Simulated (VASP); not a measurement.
The system is PmS.

```
Pm S
1.0
     0.00000    2.83868    2.83868
     2.83868    0.00000    2.83868
     2.83868    2.83868    0.00000
Pm S
1 1
Direct
  0.50000 0.50000 0.50000
  0.00000 0.00000 0.00000
```

The cell comes from a database or a generator and needn't be the stable form of this composition.

Base run:

```yaml
Program: VASP 6.6.1
Functional: LDA
Potentials_or_basis: VASP PAW PBE potentials, release 64 (Pm, S)
Cutoff: 520 eV
k_mesh: 6 × 6 × 6
Occupations: gaussian, width 0.05 eV
Spin: collinear spin, ferromagnetic start
Starting_moments: "[4.0, 0.0] μB"
Hubbard_terms: Pm f U = 6 eV
```

Its results: band gap on the k mesh none (metal or under the smearing width); pressure -0.2 GPa; net moment 4.69 μB per cell; site moments Pm +4.46; S -0.06 μB.

Problem. The run is repeated on the same cell with these changes: spin from collinear spin, ferromagnetic start to collinear spin, zero start; moments at the start from [4.0, 0.0] to [0.0, 0.0]. What comes out?

Solution. Band gap on the k mesh none (metal or under the smearing width); pressure -2.9 GPa; net moment 4.31 μB per cell; site moments Pm +4.16; S -0.04 μB.

Caveats: the magnetic or orbital state may not be the lowest; the PAW data sets were made with another functional, which shifts forces and pressure a little; spin-orbit coupling is left out, which moves the levels of the heavy elements.
